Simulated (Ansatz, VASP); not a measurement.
# Cross-check of GaN between VASP and Ansatz, part 2 of 2

Wanted: the spread between two codes on one cell, functional and k mesh. The cell is taken from a series of runs on this material, whose earlier steps may have relaxed, scaled, displaced or heated it; both programs get it as it stands.

VASP 6.6.1 and Ansatz 0.2.0.

So far: The structure; Ansatz: zone-centre phonons, LDA.

**3. VASP: zone-centre phonons, LDA**

Level of this step: LDA; plane waves and PAW (N, Ga_d) (VASP).

The same cell, functional (in two slightly different forms) and mesh now go to VASP, with its own data sets.

Lines of VASP's logs that name or quote its potential files are left out, and so is its time.

INCAR

```
SYSTEM = GaN
PREC = Accurate
ENCUT = 600
EDIFF = 1E-08
NELM = 120
ISMEAR = 0
SIGMA = 0.01
LREAL = .FALSE.
ALGO = Normal
GGA = PW92
NBANDS = 15
LORBIT = 11
LWAVE = .FALSE.
LCHARG = .FALSE.
ISIF = 2
IBRION = 8
LEPSILON = .TRUE.
LASPH = .TRUE.
GGA_COMPAT = .FALSE.
EFERMI = MIDGAP
KPAR = 2
```

POSCAR

```
GaN
1.0
    0.0000000000      2.2198177939      2.2498785379
    2.2198177939      0.0000000000      2.2498785379
    2.2198177939      2.2198177939      0.0000000000
N Ga
1 1
Direct
    0.2500000000      0.2500000000      0.2500000000
    0.0000000000      0.0000000000      0.0000000000
```

KPOINTS

```
Automatic mesh
0
Gamma
12 12 12
0 0 0
```

The projector-augmented-wave data sets are N and Ga_d (LDA family, release 64).

On the command line:

```console
> mpirun -np 2 vasp_std
```

Numbers of over 12 decimals in the logs are rounded to 6 here.

Log:

```text
[banner, memory and clock lines left out]
running    2 mpi-ranks, on    1 nodes
 distrk:  each k-point on    1 cores,    2 groups
 distr:  one band on    1 cores,    1 groups

 POSCAR found type information on POSCAR N Ga
 POSCAR found :  2 types and       2 ions
|                                                                             |
|               ----> ADVICE to this user running VASP <----                  |
|                                                                             |
|     You enforced a specific xc type in the INCAR file but a different       |
|     [... a line on the potential file left out ...]
|     I HOPE YOU KNOW WHAT YOU ARE DOING!                                     |
|                                                                             |

 LDA part: xc-table for (Slater(with rela. corr.)+PW92), standard interpolation
 POSCAR, INCAR and KPOINTS ok, starting setup
 FFT: planning ... GRIDC
 FFT: planning ... GRID_SOFT
 FFT: planning ... GRID
 WAVECAR not read
 entering main loop
       N       E                     dE             d eps       ncg     rms          rms(c)
DAV:   1     0.848703061359E+02    0.84870E+02   -0.10250E+04  5522   0.235E+03
DAV:   2    -0.997373962144E+01   -0.94844E+02   -0.87772E+02  5723   0.355E+02
DAV:   3    -0.159666451126E+02   -0.59929E+01   -0.59683E+01  5394   0.752E+01
DAV:   4    -0.160343726897E+02   -0.67728E-01   -0.67710E-01  6191   0.846E+00
DAV:   5    -0.160352460347E+02   -0.87334E-03   -0.87334E-03  5705   0.903E-01    0.762E+00
DAV:   6    -0.140069145493E+02    0.20283E+01   -0.52521E+00  7321   0.441E+01    0.266E+00
DAV:   7    -0.139794442619E+02    0.27470E-01   -0.26772E-01  5653   0.649E+00    0.168E+00
DAV:   8    -0.139547146208E+02    0.24730E-01   -0.70877E-02  5807   0.301E+00    0.701E-01
DAV:   9    -0.139513482458E+02    0.33664E-02   -0.12644E-02  6651   0.251E+00    0.201E-01
DAV:  10    -0.139514214141E+02   -0.73168E-04   -0.15814E-03  6146   0.577E-01    0.816E-02
DAV:  11    -0.139513508211E+02    0.70593E-04   -0.23203E-04  7477   0.285E-01    0.121E-02
DAV:  12    -0.139513528406E+02   -0.20195E-05   -0.18345E-05  5534   0.493E-02    0.218E-03
DAV:  13    -0.139513528056E+02    0.35004E-07   -0.65812E-07  7721   0.157E-02    0.158E-03
DAV:  14    -0.139513528090E+02   -0.34051E-08   -0.39505E-08  5526   0.205E-03
   1 F= -.13951353E+02 E0= -.13951353E+02  d E =0.000000E+00
 Linear response reoptimize wavefunctions to high precision
DAV:   1    -0.139513528087E+02    0.33924E-09   -0.13310E-09  4298   0.400E-04
DAV:   2    -0.139513528087E+02   -0.25466E-10   -0.35623E-10  3264   0.197E-04
 Linear response G [H, r] |phi>, progress :
  Direction:   1
       N       E                     dE             d eps       ncg     rms
 LRF_COMMUTATOR internal error: the vector H(1)-e(1) S(1) |phi(0)> is not orthog
 onal to |phi(0)> (1.093288935398729E-004,4.496403249731884E-015)
 LRF_COMMUTATOR internal error: the vector H(1)-e(1) S(1) |phi(0)> is not orthog
 onal to |phi(0)> (-1.031835611817744E-004,1.609823385706477E-015)
 LRF_COMMUTATOR internal error: the vector H(1)-e(1) S(1) |phi(0)> is not orthog
 onal to |phi(0)> (1.156807591625730E-004,9.575673587391975E-016)
 LRF_COMMUTATOR internal error: the vector H(1)-e(1) S(1) |phi(0)> is not orthog
 onal to |phi(0)> (1.551233723233051E-004,8.288508768217184E-015)
 LRF_COMMUTATOR internal error: the vector H(1)-e(1) S(1) |phi(0)> is not orthog
 onal to |phi(0)> (1.245125549578924E-004,1.014466288751237E-014)
 LRF_COMMUTATOR internal error: the vector H(1)-e(1) S(1) |phi(0)> is not orthog
 onal to |phi(0)> (-1.067855858689626E-004,2.720046410331634E-015)
 LRF_COMMUTATOR internal error: the vector H(1)-e(1) S(1) |phi(0)> is not orthog
 onal to |phi(0)> (-1.081719567875145E-004,1.054711873393899E-015)
 LRF_COMMUTATOR internal error: the vector H(1)-e(1) S(1) |phi(0)> is not orthog
 onal to |phi(0)> (1.058689186090866E-004,1.647987302177967E-014)
 LRF_COMMUTATOR internal error: the vector H(1)-e(1) S(1) |phi(0)> is not orthog
 onal to |phi(0)> (1.270733864284050E-004,-2.438067109311604E-014)
 LRF_COMMUTATOR internal error: the vector H(1)-e(1) S(1) |phi(0)> is not orthog
 onal to |phi(0)> (-1.007060841650281E-004,5.158373728164634E-014)
 LRF_COMMUTATOR internal error: the vector H(1)-e(1) S(1) |phi(0)> is not orthog
 onal to |phi(0)> (-1.267928017893577E-004,-8.104628079763643E-015)
 LRF_COMMUTATOR internal error: the vector H(1)-e(1) S(1) |phi(0)> is not orthog
 onal to |phi(0)> (1.091224094731443E-004,-2.393918396847994E-015)
 LRF_COMMUTATOR internal error: the vector H(1)-e(1) S(1) |phi(0)> is not orthog
 onal to |phi(0)> (-1.025364691207009E-004,-1.810357419529396E-014)
 LRF_COMMUTATOR internal error: the vector H(1)-e(1) S(1) |phi(0)> is not orthog
 onal to |phi(0)> (1.010781142054273E-004,-1.193489751472043E-015)
[...]
RMM:   1    -0.467816852810E-01   -0.46782E-01    0.17231E+00 15476   0.747E+00
RMM:   2    -0.301049069990E+00   -0.25427E+00   -0.29723E-02 29342   0.149E+00    0.838E-01
RMM:   3    -0.296347956854E+00    0.47011E-02   -0.47984E-03 28923   0.567E-01    0.479E-01
RMM:   4    -0.304592712214E+00   -0.82448E-02   -0.43645E-03 29028   0.574E-01    0.339E-02
RMM:   5    -0.304689761324E+00   -0.97049E-04   -0.25549E-04 30064   0.139E-01    0.285E-02
[...]
RMM:   8    -0.306281627555E+00    0.27510E-06   -0.46709E-07 17785   0.481E-03    0.271E-04
RMM:   9    -0.306284681504E+00   -0.30539E-05   -0.45465E-08 17533   0.114E-03    0.808E-05
RMM:  10    -0.306283359341E+00    0.13222E-05   -0.19123E-08 17345   0.301E-04    0.232E-05
RMM:  11    -0.306283124774E+00    0.23457E-06   -0.68011E-09 10832   0.906E-05    0.129E-05
RMM:  12    -0.306283256083E+00   -0.13131E-06   -0.74729E-10  6559   0.542E-05    0.152E-06
 change of polarisation eV/A/(eV/A) component  3 :     0.165     0.022     0.582
 dielectric tensor                  component  3 :     1.348     0.178     5.746
 Linear response DOF=           4
 Linear response progress:
  Degree of freedom:   1/  4
       N       E                     dE             d eps       ncg     rms          rms(c)
RMM:   1    -0.236195481895E+00   -0.23620E+00    0.91174E-02 33658   0.402E+00
RMM:   2    -0.227275749965E+00    0.89197E-02   -0.86587E-03 24779   0.104E+00    0.143E-01
RMM:   3    -0.228359627740E+00   -0.10839E-02   -0.15556E-03 27360   0.336E-01    0.704E-02
RMM:   4    -0.229577033651E+00   -0.12174E-02   -0.35580E-04 27222   0.133E-01    0.177E-02
RMM:   5    -0.229661050992E+00   -0.84017E-04   -0.12460E-05 28055   0.311E-02    0.272E-03
RMM:   6    -0.229608403904E+00    0.52647E-04   -0.79376E-07 27376   0.802E-03    0.126E-03
RMM:   7    -0.229601783729E+00    0.66202E-05   -0.23810E-08 28939   0.200E-03    0.206E-04
RMM:   8    -0.229600039104E+00    0.17446E-05    0.21221E-08 28409   0.512E-04    0.260E-05
RMM:   9    -0.229599672996E+00    0.36611E-06    0.21685E-08 28939   0.156E-04    0.115E-05
RMM:  10    -0.229599854131E+00   -0.18114E-06    0.21964E-08 28316   0.655E-05    0.118E-06
RMM:  11    -0.229599850338E+00    0.37930E-08    0.23079E-08 28384   0.325E-05    0.403E-07
 first order change of Fermi-energy   0.97882E-04
 force on displaced ion       1 direction 1 : -13.114   0.000   0.000
 Born effective charge ion    1 direction 1 :  -2.620   0.000   0.000
 Linear response progress:
  Degree of freedom:   2/  4
       N       E                     dE             d eps       ncg     rms          rms(c)
RMM:   1    -0.236330565158E+00   -0.23633E+00    0.91652E-02 19375   0.405E+00
RMM:   2    -0.227189345084E+00    0.91412E-02   -0.87323E-03 14491   0.103E+00    0.144E-01
RMM:   3    -0.228267287972E+00   -0.10779E-02   -0.15569E-03 16074   0.335E-01    0.705E-02
RMM:   4    -0.229485794834E+00   -0.12185E-02   -0.36275E-04 15922   0.134E-01    0.176E-02
RMM:   5    -0.229562621753E+00   -0.76827E-04   -0.12470E-05 16506   0.313E-02    0.266E-03
RMM:   6    -0.229512524136E+00    0.50098E-04   -0.86866E-07 16124   0.796E-03    0.124E-03
RMM:   7    -0.229506059371E+00    0.64648E-05   -0.41647E-08 16956   0.197E-03    0.218E-04
RMM:   8    -0.229504383427E+00    0.16759E-05   -0.40122E-09 16742   0.511E-04    0.270E-05
RMM:   9    -0.229504078538E+00    0.30489E-06   -0.10854E-09 16911   0.155E-04    0.109E-05
RMM:  10    -0.229504189107E+00   -0.11057E-06   -0.99531E-10 16704   0.651E-05    0.200E-06
RMM:  11    -0.229504209611E+00   -0.20504E-07   -0.91482E-10 16610   0.337E-05    0.537E-07
RMM:  12    -0.229504203515E+00    0.60958E-08   -0.92219E-10 15479   0.243E-05    0.137E-07
 first order change of Fermi-energy  -0.97255E+00
 force on displaced ion       1 direction 3 :  -0.000  -0.000 -13.327
 Born effective charge ion    1 direction 3 :   0.000   0.000  -2.644
 Linear response progress:
  Degree of freedom:   3/  4
       N       E                     dE             d eps       ncg     rms          rms(c)
RMM:   1    -0.163166982363E+00   -0.16317E+00    0.27568E-01 18242   0.924E+00
RMM:   2    -0.161077025485E+00    0.20900E-02   -0.34669E-02 27864   0.168E+00    0.556E-02
RMM:   3    -0.161250662444E+00   -0.17364E-03   -0.24514E-03 28241   0.399E-01    0.336E-02
RMM:   4    -0.160871459315E+00    0.37920E-03   -0.15052E-04 29672   0.110E-01    0.350E-03
RMM:   5    -0.160882183374E+00   -0.10724E-04   -0.10935E-05 30417   0.320E-02    0.210E-03
RMM:   6    -0.160877382497E+00    0.48009E-05   -0.63667E-07 30456   0.102E-02    0.325E-04
RMM:   7    -0.160877505282E+00   -0.12278E-06    0.32473E-07 30946   0.352E-03    0.208E-04
RMM:   8    -0.160877563082E+00   -0.57800E-07    0.14040E-07 30595   0.121E-03    0.319E-05
RMM:   9    -0.160877522618E+00    0.40464E-07    0.35642E-08 31075   0.457E-04    0.115E-05
RMM:  10    -0.160877427608E+00    0.95011E-07    0.17594E-08 30555   0.188E-04    0.263E-06
RMM:  11    -0.160877433911E+00   -0.63032E-08   -0.12325E-07 31188   0.890E-05    0.864E-07
RMM:  12    -0.160877421670E+00    0.12241E-07   -0.67022E-08 30422   0.530E-05    0.262E-07
RMM:  13    -0.160877405752E+00    0.15918E-07    0.63341E-08 26674   0.385E-05    0.895E-08
 first order change of Fermi-energy  -0.23071E-04
 force on displaced ion       2 direction 1 : -13.117   0.000  -0.000
 Born effective charge ion    2 direction 1 :   2.619   0.000   0.000
 Linear response progress:
  Degree of freedom:   4/  4
       N       E                     dE             d eps       ncg     rms          rms(c)
RMM:   1    -0.163454782225E+00   -0.16345E+00    0.26224E-01 10718   0.916E+00
RMM:   2    -0.161188357047E+00    0.22664E-02   -0.33661E-02 16219   0.166E+00    0.560E-02
RMM:   3    -0.161383711043E+00   -0.19535E-03   -0.25210E-03 16548   0.398E-01    0.339E-02
RMM:   4    -0.161001466292E+00    0.38224E-03   -0.16735E-04 17292   0.111E-01    0.360E-03
RMM:   5    -0.161013293347E+00   -0.11827E-04   -0.12126E-05 17801   0.316E-02    0.215E-03
RMM:   6    -0.161007954546E+00    0.53388E-05   -0.11568E-06 17759   0.993E-03    0.322E-04
RMM:   7    -0.161008051942E+00   -0.97396E-07   -0.98434E-08 18055   0.343E-03    0.210E-04
RMM:   8    -0.161008089479E+00   -0.37537E-07   -0.29368E-08 17817   0.116E-03    0.315E-05
RMM:   9    -0.161008066578E+00    0.22902E-07    0.29589E-09 18133   0.432E-04    0.116E-05
RMM:  10    -0.161007969675E+00    0.96903E-07   -0.24254E-08 17784   0.173E-04    0.271E-06
RMM:  11    -0.161007957838E+00    0.11837E-07   -0.69618E-09 18225   0.792E-05    0.119E-06
RMM:  12    -0.161007947376E+00    0.10462E-07   -0.96889E-09 17896   0.452E-05    0.213E-07
RMM:  13    -0.161007945899E+00    0.14775E-08    0.50564E-09 15635   0.319E-05    0.123E-07
 first order change of Fermi-energy   0.97376E+00
 force on displaced ion       2 direction 3 :   0.000   0.000 -13.326
 Born effective charge ion    2 direction 3 :   0.000   0.000   2.642
 Born effective charges drift removed
 Linear response finished
```

From OUTCAR (step 3):

```text
ion  position               nearest neighbor table
   1  0.250  0.250  0.250-   2 1.93   2 1.93   2 1.93   2 1.93
   2  0.000  0.000  0.000-   1 1.93   1 1.93   1 1.93   1 1.93

  LATTYP: Found a body centered tetragonal cell.
 ALAT       =     3.1392964301
 C/A-ratio  =     1.4333648242

 Subroutine GETGRP returns: Found  8 space group operations
 (whereof  8 operations were pure point group operations)

The static configuration has the point symmetry D_2d.

 Found    163 irreducible k-points:

   k-points           NKPTS =    163   k-points in BZ     NKDIM =    163   number of bands    NBANDS=     15

   dimension x,y,z NGX =    28 NGY =   28 NGZ =   28
   dimension x,y,z NGXF=    56 NGYF=   56 NGZF=   56

   ENCUT  =  600.0 eV  44.10 Ry    6.64 a.u.   6.31  6.31  6.27*2*pi/ulx,y,z

   NELECT =      18.0000    total number of electrons

 k-points in reciprocal lattice and weights: Automatic mesh
   0.00000000  0.00000000  0.00000000       0.001
   0.08333333  0.00000000  0.00000000       0.005
   0.16666667  0.00000000  0.00000000       0.005
   0.25000000  0.00000000  0.00000000       0.005
   0.33333333  0.00000000  0.00000000       0.005
   0.41666667 -0.00000000  0.00000000       0.005
   0.50000000  0.00000000  0.00000000       0.002
   0.08333333  0.08333333  0.00000000       0.001
   0.16666667  0.08333333  0.00000000       0.005
[...]
-0.33333333  0.16666667  0.50000000       0.002
  -0.25000000  0.25000000  0.50000000       0.001

 average (electrostatic) potential at core
       1 -61.6701       2 -64.4115

  Total        0.1083732      0.1083732     -0.1399684      0.0000000      0.0000000      0.0000000
  in kB        7.8308492      7.8308492    -10.1138594      0.0000000      0.0000000      0.0000000
  external PRESSURE =       1.8492797 kB  Pullay stress =       0.0000000 kB

  energy-cutoff  :      600.00
  volume of cell :       22.17
      direct lattice vectors                 reciprocal lattice vectors
     0.000000000  2.219817794  2.249878538    -0.225243712  0.225243712  0.222234219
     2.219817794  0.000000000  2.249878538     0.225243712 -0.225243712  0.222234219
     2.219817794  2.219817794  0.000000000     0.225243712  0.225243712 -0.222234219

 POSITION                                       TOTAL-FORCE (eV/Angst)
 -----------------------------------------------------------------------------------
      1.10991      1.10991      1.12494        -0.000000     -0.000000     -0.000000
      0.00000      0.00000      0.00000         0.000000      0.000000      0.000000
 -----------------------------------------------------------------------------------
    total drift:                               -0.000000     -0.000000      0.000000

 MACROSCOPIC STATIC DIELECTRIC TENSOR (including local field effects in DFT)
 ------------------------------------------------------
           5.724149     0.000000     0.000000
           0.000000     5.724149     0.000000
           0.000000     0.000000     5.746052
 ------------------------------------------------------

 PIEZOELECTRIC TENSOR (including local field effects)  for field in x, y, z        (C/m^2)
          XX          YY          ZZ          XY          YZ          ZX
  --------------------------------------------------------------------------------
  x     0.00000     0.00000     0.00000     0.00000    -1.01804     0.00000
  y     0.00000     0.00000     0.00000     0.00000     0.00000    -1.01804
  z     0.00000     0.00000     0.00000    -1.00486     0.00000     0.00000

 BORN EFFECTIVE CHARGES (including local field effects) (in |e|, cummulative output)
 ---------------------------------------------------------------------------------
 ion    1
    1    -2.61913     0.00000    -0.00000
    2     0.00000    -2.61913    -0.00000
    3     0.00000     0.00000    -2.64301
 ion    2
    1     2.61913     0.00000     0.00000
    2     0.00000     2.61913     0.00000
    3     0.00000     0.00000     2.64301

 Eigenvectors and eigenvalues of the dynamical matrix
 ----------------------------------------------------

   1 f  =   16.713789 THz   105.015834 2PiTHz  557.511993 cm-1    69.122646 meV
             X         Y         Z           dx          dy          dz
      1.109909  1.109909  1.124939     0.000000    0.000000    0.912568
      0.000000  0.000000  0.000000     0.000000    0.000000   -0.408926

   2 f  =   16.580268 THz   104.176897 2PiTHz  553.058213 cm-1    68.570448 meV
             X         Y         Z           dx          dy          dz
      1.109909  1.109909  1.124939     0.000000   -0.912547    0.000000
      0.000000  0.000000  0.000000     0.000000    0.408971    0.000000

   3 f  =   16.580268 THz   104.176897 2PiTHz  553.058213 cm-1    68.570448 meV
             X         Y         Z           dx          dy          dz
      1.109909  1.109909  1.124939    -0.912547    0.000000    0.000000
      0.000000  0.000000  0.000000     0.408971    0.000000    0.000000

   4 f/i=    0.000172 THz     0.001080 2PiTHz    0.005736 cm-1     0.000711 meV
             X         Y         Z           dx          dy          dz
      1.109909  1.109909  1.124939     0.000000    0.000000    0.408926
      0.000000  0.000000  0.000000     0.000000    0.000000    0.912568

   5 f/i=    0.000654 THz     0.004112 2PiTHz    0.021831 cm-1     0.002707 meV
             X         Y         Z           dx          dy          dz
      1.109909  1.109909  1.124939     0.408971    0.000000    0.000000
      0.000000  0.000000  0.000000     0.912547    0.000000    0.000000

   6 f/i=    0.000654 THz     0.004112 2PiTHz    0.021831 cm-1     0.002707 meV
             X         Y         Z           dx          dy          dz
      1.109909  1.109909  1.124939     0.000000   -0.408971    0.000000
      0.000000  0.000000  0.000000     0.000000   -0.912547    0.000000

 MACROSCOPIC STATIC DIELECTRIC TENSOR IONIC CONTRIBUTION
 ------------------------------------------------------
           4.268333    -0.000000     0.000000
          -0.000000     4.268333     0.000000
           0.000000     0.000000     4.277737
 ------------------------------------------------------

 ELASTIC MODULI CONTR FROM IONIC RELAXATION (kBar)
 Direction    XX          YY          ZZ          XY          YZ          ZX
 --------------------------------------------------------------------------------
 XX           0.0000      0.0000      0.0000      0.0000      0.0000      0.0000
 YY           0.0000      0.0000      0.0000      0.0000      0.0000      0.0000
 ZZ           0.0000      0.0000      0.0000      0.0000      0.0000      0.0000
 XY           0.0000      0.0000      0.0000   -440.6444      0.0000     -0.0000
 YZ           0.0000      0.0000      0.0000      0.0000   -432.7097      0.0000
 ZX           0.0000      0.0000      0.0000     -0.0000      0.0000   -415.5366
 --------------------------------------------------------------------------------

 PIEZOELECTRIC TENSOR IONIC CONTR  for field in x, y, z        (C/m^2)
          XX          YY          ZZ          XY          YZ          ZX
  --------------------------------------------------------------------------------
  x     0.00000     0.00000     0.00000    -0.00000     1.27879    -0.00000
  y     0.00000     0.00000     0.00000     0.00000    -0.00000     1.25316
  z     0.00000     0.00000     0.00000     1.29188     0.00000     0.00000
```

The dielectric response converges more slowly with the mesh than energies do, so tensor and charges may still move on a finer one.

**4. Differences**

Known differences besides the potentials themselves: fixed occupations in Ansatz, narrow Gaussian smearing in VASP; VASP's response is taken on the typed mesh, Ansatz refines its own for the field response alone; the cutoff is 420 eV in Ansatz and 600 eV in VASP; VASP's log shows a relativistic correction to its local exchange, Ansatz's none; VASP's log repeats an internal error in its field response. Total energies have different zeros and are not compared.

Both answers:

```tsv
quantity	Ansatz	VASP	difference
ε∞ xx	5.77	5.72	+0.74 %
ε∞ yy	5.77	5.72	+0.74 %
ε∞ zz	5.79	5.75	+0.82 %
Born charge of N1 (mean of the diagonal) (e)	-2.63	-2.63	-0.01
Born charge of Ga2 (mean of the diagonal) (e)	2.63	2.63	+0.01
optical mode 1 to 2 (cm⁻¹)	548.5	553.1	-0.83 %
optical mode 3 (cm⁻¹)	552.8	557.5	-0.85 %
```

Modes are paired by rising frequency, not by their patterns, so a pair may set unlike modes beside each other; they are those without the splitting of longitudinal modes.

**5. Results**

```
r.m.s. difference of the optical zone-centre modes, each program's sorted by frequency (zone-centre phonons, LDA) : 4.6 cm⁻¹
difference in optical mode 3 (zone-centre phonons, LDA)                                                           : -0.8 %
```

In words: The r.m.s. difference of the optical zone-centre modes, each program's sorted by frequency is 4.6 cm⁻¹ (zone-centre phonons, LDA). Among the rows given in per cent, the largest difference of the zone-centre phonons, LDA pair is in optical mode 3, -0.8 %. How closely two codes agree says nothing of how well the functional describes the real material.

[Lines on the potential files, build, host, timing and source positions are cut from VASP's logs without a mark.]

[Logs are printed without paths, hosts, clocks, repeated set-up lines and the standing remarks that a program may print on its own settings, such as how far it seeks lower states.]

[Hosts, paths, dates, database ids (printed as entryN), source tags and the programs' standing remarks are cut or masked in the printed files.]
